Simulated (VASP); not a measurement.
```
HfS2
1.0
   14.55712     0.00000     0.00000
   -7.27856    12.60684     0.00000
    0.00000     0.00000    13.55143
Hf S
32 64
Direct
  0.00000   0.00000   0.00000
  0.00000   0.00000   0.50000
  0.00000   0.25000   0.00000
  0.00000   0.25000   0.50000
  0.00000   0.50000   0.00000
  0.00000   0.50000   0.50000
  0.00000   0.75000   0.00000
  0.00000   0.75000   0.50000
  0.25000   0.00000   0.00000
  0.25000   0.00000   0.50000
  0.25000   0.25000   0.00000
  0.25000   0.25000   0.50000
  0.25000   0.50000   0.00000
  0.25000   0.50000   0.50000
  0.25000   0.75000   0.00000
  0.25000   0.75000   0.50000
  0.50000   0.00000   0.00000
  0.50000   0.00000   0.50000
  0.50000   0.25000   0.00000
  0.50000   0.25000   0.50000
  0.50000   0.50000   0.00000
  0.50000   0.50000   0.50000
  0.50000   0.75000   0.00000
  0.50000   0.75000   0.50000
  0.75000   0.00000   0.00000
  0.75000   0.00000   0.50000
  0.75000   0.25000   0.00000
  0.75000   0.25000   0.50000
  0.75000   0.50000   0.00000
  0.75000   0.50000   0.50000
  0.75000   0.75000   0.00000
  0.75000   0.75000   0.50000
  0.16667   0.08333   0.39357
  0.08333   0.16667   0.10643
  0.16667   0.08333   0.89357
  0.08333   0.16667   0.60643
  0.16667   0.33333   0.39357
  0.08333   0.41667   0.10643
  0.16667   0.33333   0.89357
  0.08333   0.41667   0.60643
  0.16667   0.58333   0.39357
  0.08333   0.66667   0.10643
  0.16667   0.58333   0.89357
  0.08333   0.66667   0.60643
  0.16667   0.83333   0.39357
  0.08333   0.91667   0.10643
  0.16667   0.83333   0.89357
  0.08333   0.91667   0.60643
  0.41667   0.08333   0.39357
  0.33333   0.16667   0.10643
  0.41667   0.08333   0.89357
  0.33333   0.16667   0.60643
  0.41667   0.33333   0.39357
  0.33333   0.41667   0.10643
  0.41667   0.33333   0.89357
  0.33333   0.41667   0.60643
  0.41667   0.58333   0.39357
  0.33333   0.66667   0.10643
  0.41667   0.58333   0.89357
  0.33333   0.66667   0.60643
  0.41667   0.83333   0.39357
  0.33333   0.91667   0.10643
  0.41667   0.83333   0.89357
  0.33333   0.91667   0.60643
  0.66667   0.08333   0.39357
  0.58333   0.16667   0.10643
  0.66667   0.08333   0.89357
  0.58333   0.16667   0.60643
  0.66667   0.33333   0.39357
  0.58333   0.41667   0.10643
  0.66667   0.33333   0.89357
  0.58333   0.41667   0.60643
  0.66667   0.58333   0.39357
  0.58333   0.66667   0.10643
  0.66667   0.58333   0.89357
  0.58333   0.66667   0.60643
  0.66667   0.83333   0.39357
  0.58333   0.91667   0.10643
  0.66667   0.83333   0.89357
  0.58333   0.91667   0.60643
  0.91667   0.08333   0.39357
  0.83333   0.16667   0.10643
  0.91667   0.08333   0.89357
  0.83333   0.16667   0.60643
  0.91667   0.33333   0.39357
  0.83333   0.41667   0.10643
  0.91667   0.33333   0.89357
  0.83333   0.41667   0.60643
  0.91667   0.58333   0.39357
  0.83333   0.66667   0.10643
  0.91667   0.58333   0.89357
  0.83333   0.66667   0.60643
  0.91667   0.83333   0.39357
  0.83333   0.91667   0.10643
  0.91667   0.83333   0.89357
  0.83333   0.91667   0.60643
```

Computed with PBE GGA, VASP's PBE PAW potentials (set 64) (plane waves; VASP). Settings: PREC = Normal, LREAL = Auto, 400 eV cut-off, 1×1×1 Γ-centred mesh, Gaussian smearing of 0.050 eV, potentials Hf S.

The supercell is sampled at Γ alone, which is coarse: total energies, pressure and levels can be off, energies of defects by several tenths of an eV.

**Question.** Estimate the energy per atom (σ→0).

**Answer.** 
- energy per atom (σ→0) = -7.629 eV/atom

Total energies compare only between runs with the same potentials, cut-off and functional.

The cell is a supercell, built from a database entry that may be metastable or hypothetical.
